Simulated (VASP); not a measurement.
Output of a VASP run:

File OSZICAR:
```
       N       E                     dE             d eps       ncg     rms          rms(c)
DAV:   1     0.555292971863E+01    0.55529E+01   -0.32711E+03   560   0.750E+02
DAV:   2    -0.119050694465E+02   -0.17458E+02   -0.16367E+02   816   0.812E+01
DAV:   3    -0.121587229486E+02   -0.25365E+00   -0.25169E+00   720   0.122E+01
DAV:   4    -0.121601021344E+02   -0.13792E-02   -0.13792E-02   888   0.965E-01
DAV:   5    -0.121601037359E+02   -0.16015E-05   -0.16015E-05   768   0.245E-02    0.571E+00
DAV:   6    -0.119244161318E+02    0.23569E+00   -0.17369E-01   688   0.212E+00    0.346E+00
DAV:   7    -0.118243246189E+02    0.10009E+00   -0.28307E-01   696   0.276E+00    0.373E-01
DAV:   8    -0.118242200440E+02    0.10457E-03   -0.81819E-03   680   0.683E-01    0.794E-02
DAV:   9    -0.118241924107E+02    0.27633E-04   -0.24223E-04   888   0.105E-01    0.637E-02
DAV:  10    -0.118241958254E+02   -0.34147E-05   -0.12607E-05   680   0.258E-02    0.449E-02
DAV:  11    -0.118241957404E+02    0.85026E-07   -0.77025E-07   568   0.646E-03
   1 F= -.73071914E+01 E0= -.73071913E+01  d E =-.730719E+01
       N       E                     dE             d eps       ncg     rms          rms(c)
DAV:   1    -0.111853856968E+02    0.63881E+00   -0.62650E+00   656   0.153E+01    0.269E+00
DAV:   2    -0.110487868170E+02    0.13660E+00   -0.14595E-01   728   0.267E+00    0.166E+00
DAV:   3    -0.109917451843E+02    0.57042E-01   -0.12703E-01   656   0.188E+00    0.376E-01
DAV:   4    -0.109913385851E+02    0.40660E-03   -0.14556E-03   800   0.361E-01    0.314E-01
DAV:   5    -0.109908369822E+02    0.50160E-03   -0.10580E-04   712   0.889E-02    0.203E-02
DAV:   6    -0.109908313321E+02    0.56501E-05   -0.88886E-06   704   0.195E-02    0.106E-02
DAV:   7    -0.109908310392E+02    0.29293E-06   -0.58536E-07   432   0.505E-03
   2 F= -.71761683E+01 E0= -.71760491E+01  d E =0.131023E+00
       N       E                     dE             d eps       ncg     rms          rms(c)
DAV:   1    -0.116939866704E+02   -0.70316E+00   -0.22279E+00   656   0.869E+00    0.153E+00
DAV:   2    -0.116449229753E+02    0.49064E-01   -0.51877E-02   696   0.162E+00    0.104E+00
DAV:   3    -0.116223432120E+02    0.22580E-01   -0.55107E-02   624   0.121E+00    0.216E-01
DAV:   4    -0.116222630450E+02    0.80167E-04   -0.66865E-04   752   0.235E-01    0.170E-01
DAV:   5    -0.116221326123E+02    0.13043E-03   -0.29643E-05   704   0.462E-02    0.398E-03
DAV:   6    -0.116221318675E+02    0.74475E-06   -0.68425E-07   528   0.759E-03
   3 F= -.73824422E+01 E0= -.73824205E+01  d E =-.752508E-01
       N       E                     dE             d eps       ncg     rms          rms(c)
DAV:   1    -0.116149506537E+02    0.71820E-02   -0.61948E-04   672   0.147E-01    0.244E-02
DAV:   2    -0.116149377614E+02    0.12892E-04   -0.13684E-05   736   0.260E-02    0.159E-02
DAV:   3    -0.116149319261E+02    0.58353E-05   -0.14079E-05   616   0.193E-02    0.376E-03
DAV:   4    -0.116149319031E+02    0.23003E-07   -0.15490E-07   360   0.378E-03
   4 F= -.73825061E+01 E0= -.73824819E+01  d E =-.753147E-01
```

File OUTCAR:
```
------------------------ aborting loop because EDIFF is reached ----------------------------------------
  FORCE on cell =-STRESS in cart. coord.  units (eV):
  Direction    XX          YY          ZZ          XY          YZ          ZX
  --------------------------------------------------------------------------------------
  Total        4.2262896      4.2262896      4.2262896      0.0000000      0.0000000      0.0000000
  in kB      199.7100372    199.7100372    199.7100372      0.0000000      0.0000000      0.0000000
  external PRESSURE =      -0.2899628 kB  Pullay stress =     200.0000000 kB
  volume of cell :       33.91
      direct lattice vectors                 reciprocal lattice vectors
     0.000000000  2.568896746  2.568896746    -0.194636083  0.194636083  0.194636083
     2.568896746  0.000000000  2.568896746     0.194636083 -0.194636083  0.194636083
     2.568896746  2.568896746 -0.000000000     0.194636083  0.194636083 -0.194636083
 POSITION                                       TOTAL-FORCE (eV/Angst)
 -----------------------------------------------------------------------------------
      0.00000      0.00000      0.00000         0.000000      0.000000      0.000000
      1.28445      1.28445      1.28445        -0.000000     -0.000000     -0.000000
 -----------------------------------------------------------------------------------
    total drift:                                0.000000      0.000000     -0.000000
  FREE ENERGIE OF THE ION-ELECTRON SYSTEM (eV)
  ---------------------------------------------------
  free  energy   TOTEN  =       -11.6149319031 eV

  energy  without entropy=      -11.6148834913  energy(sigma->0) =      -11.61490770
  enthalpy is  TOTEN    =        -7.3825060841 eV   P V=        4.2324258190

 reached required accuracy - stopping structural energy minimisation
```
(Selected blocks of OUTCAR.)

POSCAR:
```
Si
1
    0.0000000000     2.6252280381     2.6252280381
    2.6252280381     0.0000000000     2.6252280381
    2.6252280381     2.6252280381     0.0000000000
Si
2
Direct
  0.0000000000   0.0000000000   0.0000000000
  0.2500000000   0.2500000000   0.2500000000
```

Question: Write an INCAR and KPOINTS that could have produced this output.

Answer: This is not unique; one that fits is the input of the run itself, LDA (Ceperley-Alder, Perdew-Zunger), plane waves, VASP's LDA PAW potentials (set 64).

INCAR:
```
! general
SYSTEM   =  Si
PREC     =  Accurate
ENCUT    =  500   ! plane-wave cut-off (eV)
LREAL    =  F
LASPH    =  T

! electronic loop
EDIFF    =  1E-6   ! SCF stop (eV)
NELM     =  100
ALGO     =  Normal

! smearing
ISMEAR   =  0   ! Gaussian
SIGMA    =  0.05   ! width (eV)

! ions
IBRION   =  2
NSW      =  40
ISIF     =  3
EDIFFG   =  -0.02   ! ionic stop
PSTRESS  =  200   ! kbar

! output
LWAVE    =  F
LCHARG   =  F
```

File KPOINTS:
```
Regular mesh
0
G
 9 9 9
0 0 0
```

POTCAR, in this order: Si (LDA.64 set). Program: vasp_std.

Energy and stress use the plane-wave basis of the starting cell.

The compound is Si in the diamond structure. This run relaxes it under an external pressure of 20 GPa. Symmetry was kept, so distortions that lower it aren't found.
